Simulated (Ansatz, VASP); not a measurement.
## BPb in two plane-wave programs

Wanted: the spread between two codes on one cell, functional and k mesh. The cell is invented: As first built, before any earlier steps moved the atoms (in the runner's words): it takes the GeSb structure with all of its atoms replaced by other elements, volume scaled by an estimate. It may not be a known or stable phase. The cell is taken from a series of VASP runs on this material, whose earlier steps may have relaxed, scaled or displaced it; both programs get it as it stands.

Program: Ansatz 0.2.0. Level of theory: plane waves, with VASP 6.6.1 beside it; relaxation of cell and atoms at r2SCAN with D4. Results are calculated unless marked as measured.

### 1. Set-up

It takes space group Fm-3m (No. 225, cubic). Conventional cell: a = 5.201 Å, b = 5.201 Å, c = 5.201 Å, α = 90.00°, β = 90.00°, γ = 90.00°. Pb has 6 B at 2.60 Å nearest. Nearest to B lie 6 Pb at 2.60 Å. As first built, before any earlier steps moved the atoms (in the runner's words): sites of the GeSb structure (space group 225) filled with other elements, volume scaled by an estimate. Farther neighbours are not listed.

Structure file:

```xyz
2
Lattice="0.0000 2.6006 2.6006 2.6006 0.0000 2.6006 2.6006 2.6006 0.0000" Properties=species:S:1:pos:R:3 pbc="T T T"
Pb    0.0000    0.0000    0.0000
B     2.6006    2.6006    2.6006
```

### 2. VASP: relaxation of cell and atoms, r2SCAN with D4

The relaxed volume is the usual yardstick between codes: its relative difference is about their pressure difference at one cell divided by the bulk modulus.

Lines of VASP's logs that name or quote its potential files are left out, and so is its time.

File INCAR:

```
SYSTEM = BPb
PREC = Accurate
ENCUT = 420
EDIFF = 1E-06
NELM = 100
ISMEAR = -1
SIGMA = 0.05
LREAL = .FALSE.
ALGO = Normal
METAGGA = R2SCAN
IVDW = 13
VDW_S6 = 1
VDW_S8 = 0.6018749
VDW_A1 = 0.51559235
VDW_A2 = 5.77342911
LASPH = .TRUE.
LORBIT = 11
LWAVE = .FALSE.
LCHARG = .FALSE.
IBRION = 2
NSW = 60
ISIF = 3
EDIFFG = -0.01
```

File POSCAR:

```
BPb
1.0
    0.0000000000      2.6006127959      2.6006127959
    2.6006127959      0.0000000000      2.6006127959
    2.6006127959      2.6006127959      0.0000000000
Pb B
1 1
Direct
    0.0000000000      0.0000000000      0.0000000000
    0.5000000000      0.5000000000      0.5000000000
```

File KPOINTS:

```
Automatic mesh
0
Gamma
9 9 9
0 0 0
```

The projector-augmented-wave data sets are Pb_d and B (PBE family, release 64).

The run is started by

```bash
$ mpirun -np 1 vasp_std
```

Numbers of over 12 decimals in the logs are rounded to 6 here.

Output:

```text
[banner, memory and clock lines left out]
running    1 mpi-ranks, on    1 nodes
 distrk:  each k-point on    1 cores,    1 groups
 distr:  one band on    1 cores,    1 groups

 POSCAR found type information on POSCAR PbB
 POSCAR found :  2 types and       2 ions
|                                                                             |
|               ----> ADVICE to this user running VASP <----                  |
|                                                                             |
|     You enforced a specific xc type in the INCAR file but a different       |
|     [... a line on the potential file left out ...]
|     I HOPE YOU KNOW WHAT YOU ARE DOING!                                     |
|                                                                             |

 LDA part: xc-table for (None), standard interpolation
 POSCAR, INCAR and KPOINTS ok, starting setup
 FFT: planning ... GRIDC
 FFT: planning ... GRID_SOFT
 FFT: planning ... GRID
 WAVECAR not read
 entering main loop
       N       E                     dE             d eps       ncg     rms          rms(c)
DAV:   1     0.563843695651E+02    0.56384E+02   -0.75605E+03   868   0.137E+03
DAV:   2    -0.590923984718E+02   -0.11548E+03   -0.11205E+03   896   0.340E+02
DAV:   3    -0.649649115509E+02   -0.58725E+01   -0.56863E+01  1044   0.886E+01
DAV:   4    -0.651186963670E+02   -0.15378E+00   -0.14736E+00  1052   0.137E+01
DAV:   5    -0.651233804351E+02   -0.46841E-02   -0.46823E-02  1112   0.238E+00    0.237E+00
DAV:   6    -0.610360780542E+02    0.40873E+01   -0.20076E+00  1008   0.339E+01    0.125E+00
DAV:   7    -0.610236558061E+02    0.12422E-01   -0.95478E-02   988   0.336E+00    0.627E-01
DAV:   8    -0.610263635805E+02   -0.27078E-02   -0.11605E-02  1028   0.148E+00    0.244E-01
DAV:   9    -0.610276869092E+02   -0.13233E-02   -0.20708E-03   932   0.562E-01    0.500E-02
DAV:  10    -0.610276100167E+02    0.76892E-04   -0.34266E-04  1032   0.332E-01    0.127E-02
DAV:  11    -0.610276112435E+02   -0.12268E-05   -0.60792E-06  1016   0.295E-02    0.103E-02
DAV:  12    -0.610276089982E+02    0.22454E-05   -0.10661E-05  1044   0.568E-02    0.586E-04
DAV:  13    -0.610276090155E+02   -0.17320E-07   -0.17224E-07   608   0.426E-03
   1 F= -.61278588E+02 E0= -.61275124E+02  d E =-.612786E+02
 curvature:   0.00 expect dE= 0.000E+00 dE for cont linesearch  0.000E+00
 trial: gam= 0.00000 g(F)=  0.183E-60 g(S)=  0.199E-04 ort = 0.000E+00 (trialstep = 0.100E+01)
 search vector abs. value=  0.199E-04
 reached required accuracy - stopping structural energy minimisation
```

From OUTCAR (step 2):

```text
ion  position               nearest neighbor table
   1  0.000  0.000  0.000-   2 2.60   2 2.60   2 2.60   2 2.60   2 2.60   2 2.60
   2  0.500  0.500  0.500-   1 2.60   1 2.60   1 2.60   1 2.60   1 2.60   1 2.60

  LATTYP: Found a face centered cubic cell.
 ALAT       =     5.2012255918

 Subroutine GETGRP returns: Found 48 space group operations
 (whereof 48 operations were pure point group operations)

The static configuration has the point symmetry O_h .

 Found     35 irreducible k-points:

   k-points           NKPTS =     35   k-points in BZ     NKDIM =     35   number of bands    NBANDS=     12

   dimension x,y,z NGX =    28 NGY =   28 NGZ =   28
   dimension x,y,z NGXF=    56 NGYF=   56 NGZF=   56

   ENCUT  =  420.0 eV  30.87 Ry    5.56 a.u.   6.15  6.15  6.15*2*pi/ulx,y,z

   NELECT =      17.0000    total number of electrons

 k-points in reciprocal lattice and weights: Automatic mesh
   0.00000000  0.00000000  0.00000000       0.001
   0.11111111  0.00000000  0.00000000       0.011
   0.22222222  0.00000000  0.00000000       0.011
   0.33333333  0.00000000  0.00000000       0.011
   0.44444444  0.00000000  0.00000000       0.011
   0.11111111  0.11111111  0.00000000       0.008
   0.22222222  0.11111111  0.00000000       0.033
   0.33333333  0.11111111  0.00000000       0.033
   0.44444444  0.11111111  0.00000000       0.033
[...]
-0.33333333  0.44444444  0.11111111       0.033
  -0.33333333  0.44444444  0.22222222       0.033

 average (electrostatic) potential at core
       1 -95.6461       2 -26.9577

 E-fermi :   7.6211

 k-point     1 :       0.0000    0.0000    0.0000
  band No.  band energies     occupation
    ...
      2      -9.8084      2.00000
      3      -9.8084      2.00000
      4      -9.7698      2.00000
      5      -9.7698      2.00000
      6      -5.8532      2.00000
      7       8.2468      0.00001
      8       8.2468      0.00001
      9       8.2468      0.00001
     10       9.7556      0.00000
     11      16.8904      0.00000
    ...

 k-point     2 :       0.1111    0.0000    0.0000
  band No.  band energies     occupation
    ...
      3      -9.8016      2.00000
      4      -9.7705      2.00000
      5      -9.7705      2.00000
      6      -5.6336      2.00000
      7       6.7111      2.00000
      8       8.3201      0.00000
      9       8.3201      0.00000
     10      10.8175      0.00000
     11      15.3294      0.00000
     12      15.8904      0.00000

 k-point     3 :       0.2222    0.0000    0.0000
  band No.  band energies     occupation
    ...
      3      -9.8129      2.00000
      4      -9.7296      2.00000
      5      -9.7296      2.00000
      6      -4.9716      2.00000
      7       4.3688      2.00000
      8       8.5428      0.00000
      9       8.5428      0.00000
     10      11.7424      0.00000
     11      13.7972      0.00000
     12      14.2611      0.00000

  DFT-D4 for vdW energy calculation

  Edisp (eV):   -0.25098

  Total      -0.01657    -0.01657    -0.01657     0.00000     0.00000     0.00000
  in kB      -0.75470    -0.75470    -0.75470     0.00000     0.00000     0.00000
  external pressure =       -0.75 kB  Pullay stress =        0.00 kB

  energy-cutoff  :      420.00
  volume of cell :       35.18
      direct lattice vectors                 reciprocal lattice vectors
     0.000000000  2.600612796  2.600612796    -0.192262378  0.192262378  0.192262378
     2.600612796  0.000000000  2.600612796     0.192262378 -0.192262378  0.192262378
     2.600612796  2.600612796  0.000000000     0.192262378  0.192262378 -0.192262378

 POSITION                                       TOTAL-FORCE (eV/Angst)
 -----------------------------------------------------------------------------------
      0.00000      0.00000      0.00000        -0.000000     -0.000000      0.000000
      2.60061      2.60061      2.60061         0.000000      0.000000     -0.000000
 -----------------------------------------------------------------------------------
    total drift:                               -0.000000      0.000000      0.000000

  FREE ENERGIE OF THE ION-ELECTRON SYSTEM (eV)
  ---------------------------------------------------
  free  energy   TOTEN  =       -61.2785882697 eV

  energy  without entropy=      -61.2716589115  energy(sigma->0) =      -61.27512359

 reached required accuracy - stopping structural energy minimisation

 total charge
# of ion       s       p       d       tot
------------------------------------------
    1        1.267   0.914   9.843  12.024
    2        0.773   0.812   0.000   1.585
--------------------------------------------------
tot          2.041   1.726   9.843  13.609

[... 3 further parts left out ...]
```

### 3. Ansatz: relaxation of cell and atoms, r2SCAN with D4

Ansatz runs on its default PAW (the set named soft_2) files.

The same cell, functional, mesh and smearing now go to Ansatz, which takes its cutoff from its data sets.

File input.yaml:

```yaml
crystal:
  lattice:
    - [0.0, 2.6006127959, 2.6006127959]
    - [2.6006127959, 0.0, 2.6006127959]
    - [2.6006127959, 2.6006127959, 0.0]
  atoms:
    - { symbol: Pb, position: [0.0, 0.0, 0.0] }
    - { symbol: B, position: [0.5, 0.5, 0.5] }
hamiltonian:
  xc: r2scan
  pseudopotentials: { kind: paw }
  dispersion: d4
kpoints:
  mp_grid: { grid: [9, 9, 9] }
scf:
  occupations: { method: fermi_dirac, width: 0.05 }
relax:
  f_tol: 0.01
  max_steps: 60
  cell: { stress_tol: 0.05 }
output:
  forces: true
  stress: true
  write_density: true
  write_potential: true
  elf: true
  volumetric_format: npy
```

The run is started by

```bash
$ ansatz run input.yaml --threads 4 --pin off --max-ram 9216MiB --backend cpu --events-out ev --progress --plain --runs-dir out
```

Output:

```text
Engine: ansatz 0.2.0, x86_64-unknown-linux-gnu
Pseudopotentials: kind: paw
Pseudopotential: Pb, paw, valence charge 14, recommended cutoff 500 eV (meta_gga), Pb.paw.azcp
Pseudopotential: B, paw, valence charge 3, recommended cutoff 500 eV (meta_gga), B.paw.azcp
Functional definition: r2SCAN
  parameter k0 = 0.174
  parameter k1 = 0.065
  parameter a1 = 4.9479
  exchange = r2scan_x(k0 = k0, k1 = k1, a1 = a1)
  correlation = r2scan_c
Crystal: 2 atoms, lattice volume = 35.177 Å³
Basis set: ecut = 500 eV, 893 PW (Γ), exchange–correlation on 108×108×108 points (64 copies of the dense FFT grid, shifted against one another)
Bands: 13, of which v1, the nominal top of the filled ones, is band 9 counted from 1 (8 counted from 0)
Symmetry: 48 space group operations
Space group: Fm-3m (ITA 225), of the structure as read, at distance tolerance 3.3e-5 Å
k-points: 35 of 729
Non-local potential: Pb, projectors of the file, l = 0: 2, l = 1: 2, l = 2: 2, l = 3: 2
Non-local potential: B, projectors of the file, l = 0: 2, l = 1: 2, l = 2: 1
PAW form: soft (Blöchl's): semilocal exchange-correlation on the pseudo side does not see the compensation charge
PAW frozen core: Pb, regenerated for the run's functional (the file was generated under x = pbe(κ = 0.804, μ = 0.219515), c = pbe(β = 0.066725))
PAW frozen core: B, regenerated for the run's functional (the file was generated under x = pbe(κ = 0.804, μ = 0.219515), c = pbe(β = 0.066725))
PAW one-centre angular grid: Pb, 590 points (default); XC on 160 Gauss nodes
PAW one-centre angular grid: B, 302 points (default); XC on 160 Gauss nodes
Initial density: superposition of atomic densities (neutral atoms: chi_scale 0, normalization atom), corrected by the library's trained network
Initial wavefunctions: pseudopotential atomic-orbital guess
Functional: x = r2scan, c = r2scan; τ floored in thin density (d = 2e-4 eV/Å³)
SCF iter   1: F=—  HF=-12075.057966 eV  |F-HF|=—  |Δ(HF+E_count)|=         —  Δρ=8.20e-3  dr2=1.42e-2  dr2_τ=3.02e-2  ethr=1.77e-3  ⟨swp⟩=6.0  Hψ=2796  notcnv=0
preconditioner: auto → Kerker (q_TF=auto, 2.417 Å⁻¹)  [metal: Δε(μ)=0.039 eV  Ē_g=17.951 eV  σ=0.050 eV  W_gap=0.19  n_scr=14 (ndim 8)  ℏωp=25.8 eV  f_vac=0.000  D(μ)=0.88/eV (n_scr^D=8)]
SCF iter   2: F=—  HF=-12075.079041 eV  |F-HF|=—  |Δ(HF+E_count)|=   2.11e-2  Δρ=4.03e-3  dr2=2.96e-3  dr2_τ=1.04e-4  ethr=8.37e-5  ⟨swp⟩=3.0  Hψ=1187  notcnv=0  defer=4
SCF iter   3: F=—  HF=-12075.078586 eV  |F-HF|=—  |Δ(HF+E_count)|=   4.54e-4  Δρ=8.07e-4  dr2=1.23e-4  dr2_τ=3.51e-6  ethr=1.74e-5  ⟨swp⟩=2.0  Hψ=737  notcnv=0  defer=4
SCF iter   4: F=—  HF=-12075.078623 eV  |F-HF|=—  |Δ(HF+E_count)|=   3.64e-5  Δρ=2.07e-4  dr2=1.24e-5  dr2_τ=5.37e-7  ethr=7.23e-7  ⟨swp⟩=2.1  Hψ=719  notcnv=0  defer=4
SCF iter   5: F=—  HF=-12075.078623 eV  |F-HF|=—  |Δ(HF+E_count)|=   2.40e-7  Δρ=5.92e-5  dr2=1.40e-6  dr2_τ=1.76e-8  ethr=7.26e-8  ⟨swp⟩=2.1  Hψ=546  notcnv=0  defer=4
SCF iter   6: F=-12075.078623 eV  HF=-12075.078623 eV  |F-HF|=1.31e-8  |Δ(HF+E_count)|=   3.83e-7  Δρ=1.20e-5  dr2=7.77e-8  dr2_τ=1.08e-9  ethr=5.88e-10  ⟨swp⟩=7.5  Hψ=2817  notcnv=0
SCF 1 converged in 6 iterations: F = -12075.078623 eV  dr2 = 7.77e-8
  greatest PAW one-centre occupation: 0.977 electrons in one spin orbital (limit 2), on the Pb atom at site 0 (counted from 0), in its partial waves of l = 2
relax step   1: F+E_penalty+E_count = -12075.07862344 eV  Δ(F+E_penalty+E_count) = +0.000e0 eV  max|allowed force component| = 5.916e-30 eV/Å  Δτ_max = 0.0000 Å  P = -0.268 GPa  Ω = 35.177 Å³  (6 SCF iters, dr2 threshold 1.00e-7 eV, accepted)
[...]
relax step   2: F+E_penalty+E_count = -12075.07865917 eV  Δ(F+E_penalty+E_count) = -3.574e-5 eV  max|allowed force component| = 2.136e-31 eV/Å  Δτ_max = 0.0000 Å  P = +0.237 GPa  Ω = 34.956 Å³  energy of the carried Pulay correction = +1.203e-5 eV  (4 SCF iters, dr2 threshold 1.80e-7 eV, accepted)
[...]
relax step   3: F+E_penalty+E_count = -12075.07872925 eV  Δ(F+E_penalty+E_count) = -7.008e-5 eV  max|allowed force component| = 2.038e-30 eV/Å  Δτ_max = 0.0000 Å  P = -0.002 GPa  Ω = 35.059 Å³  energy of the carried Pulay correction = +6.392e-6 eV  (4 SCF iters, dr2 threshold 1.41e-7 eV, accepted)
[...]
relax step   4: F+E_penalty+E_count = -12075.07872135 eV  Δ(F+E_penalty+E_count) = +7.905e-6 eV  max|allowed force component| = 6.508e-30 eV/Å  Δτ_max = 0.0000 Å  P = -0.002 GPa  Ω = 35.059 Å³  stress off target by 2.04e-3 GPa  SCF on the basis re-selected at this cell (its energy is not comparable with the rows above)  (4 SCF iters)
basis re-selected at this cell: Δ(F+E_penalty+E_count) = +7.905e-6 eV, ΔP = +0.000 GPa vs the last step (what re-selecting the basis moved, of the pressure what is left beyond the Pulay correction that the steps carried, after the strain that the cell walked since its last selection, with what the two solves' SCF thresholds leave and, on support functions, any second-order correction that the steps lacked; it is no m [...]
SCF converged after 4 iterations
Free energy (F): -12075.078721 eV
Harris-Foulkes:  -12075.078721 eV  (|F-HF|=5.46e-12)
Internal energy: -12075.071854 eV  (E = F + TS)
E sigma→0 (E₀):  -12075.075288 eV
Entropy (-TS):   -0.006867 eV (-3.433 meV/atom)
Fermi energy:    11.474435 eV
--- Per-component energies (eV) ---
  E_band       = -16.586694
  E_kinetic    = 331.967982
  E_local      = -987.173936  (includes V_loc(G=0)·N_el)
  E_nonlocal   = 364.885333
  E_hartree    = 398.244784
  E_xc         = -236.207520
  E_vxc        = -181.539993  (∫ρ·V_xc dr)
  E_paw        = -10518.120301  (= ΣΔE_a)
  E_vpaw       = -353.372270  (= ΣTr[D̂ρ^β])
  E_aug_tail   = 0.000018  (compensation charges beyond the density's cutoff)
  E_vtau       = 12.156685  (kinetic-family band-sum trace: ∫τ·v_τ [+ j·A + Jᵃ·Aᵃ] dr)
  E_ewald      = -1429.363252
  E_disp       = -0.252024  (pairwise vdW)
  E_core_change = 0.947060  (= ΣΔE_core)
  E_smearing   = -0.006867  (= −TS)
  E_closure    = 0.000000  (closes the sum)
  Σ components = -12075.078721   (vs F -12075.078721, Δ=0.00e0)
--- Forces (eV/Å), atoms counted from 1 ---
  atom   1  Pb    -0.00000000     0.00000000     0.00000000
  atom   2  B      0.00000000    -0.00000000    -0.00000000
  max |Σ_I F_I| component: 8.02e-30 eV/Å
--- Stress (GPa, compression-positive) ---
       -0.002044       0.000000       0.000000
        0.000000      -0.002044      -0.000000
        0.000000      -0.000000      -0.002044
  P = ⅓ Tr σ = -0.0020 GPa (-0.020 kbar)
--- Band table (eV; the first three rows and the last of 35) ---
  k-point 0: bands = [... 5 lower, -2.0180, 12.0963, 12.0963, 12.0963, 13.6604, 20.7726, 20.7726, 20.7726]
  k-point 1: bands = [... 5 lower, -1.7976, 10.5726, 12.1707, 12.1707, 14.7107, 19.1863, 19.7670, 19.7670]
  k-point 2: bands = [... 5 lower, -1.1333, 8.2284, 12.3960, 12.3960, 15.6334, 17.6534, 18.1337, 18.1337]
  k-point 34: bands = [... 5 lower, 3.3040, 5.3223, 7.6562, 7.6869, 14.5128, 17.5119, 19.5356, 20.5393]
--- Relaxed structure (3 steps of the walk, 3 accepted, 1 SCFs on fresh bases) ---
  F+E_penalty+E_count = -12075.07872135 eV   max|allowed force component| = 6.508e-30 eV/Å   (the final SCF, on the basis selected at the relaxed cell)
  cell:  # Å, volume = 35.0592 Å³
    - [0, 2.597711, 2.597711]
    - [2.597711, 0, 2.597711]
    - [2.597711, 2.597711, 0]
  atoms:
    - { symbol: Pb, position: [0, 0, 0] }
    - { symbol: B, position: [0.500000, 0.500000, 0.500000] }
```

Wall time 6.6 s (4 threads of AMD EPYC 7R43, shared host); peak memory 0.44 GiB; 17 s of CPU time.

### 4. Comparison

Known differences besides the potentials themselves: VASP keeps PBE cores, Ansatz makes them for the functional; both relaxations stop at a tolerance, which leaves soft axes loose, and VASP keeps its plane-wave basis; the cutoff is 500 eV in Ansatz and 420 eV in VASP; Ansatz adds a Pulay correction to the stress that steers its cell, VASP none. Total energies have different zeros and are not compared.

Compared:

| quantity | Ansatz | VASP | difference |
| --- | --- | --- | --- |
| volume (Å³) | 35.06 | 35.18 | -0.33 % |
| edge a after relaxation, in the typed setting (Å) | 3.674 | 3.678 | -0.11 % |

The walks stopped with 0.00 GPa left in Ansatz and -0.08 GPa in VASP; each walk ends within a tolerance, so the volume difference is uncertain by about these residues over the bulk modulus, most in soft cells.

### 5. Outcome

```yaml
difference_in_volume_relaxation_of_cell_and_atoms_r2scan_with_d4: -0.33 %
```

In words: The difference in volume is -0.33 % (relaxation of cell and atoms, r2SCAN with D4), within the 1.2 % picked in this series as the mark of a large difference, as far as the stopping tolerances let one tell. Such differences can come from data sets, numerical settings and the points named under the comparisons, not from the functional's error against experiment.

[Lines on the potential files, build, host, timing and source positions are cut from VASP's logs without a mark.]

[Logs are printed without paths, hosts, clocks, repeated set-up lines and the standing remarks that a program may print on its own settings, such as how far it seeks lower states.]

[Hosts, paths, dates, database ids (printed as entryN), source tags and the programs' standing remarks are cut or masked in the printed files.]
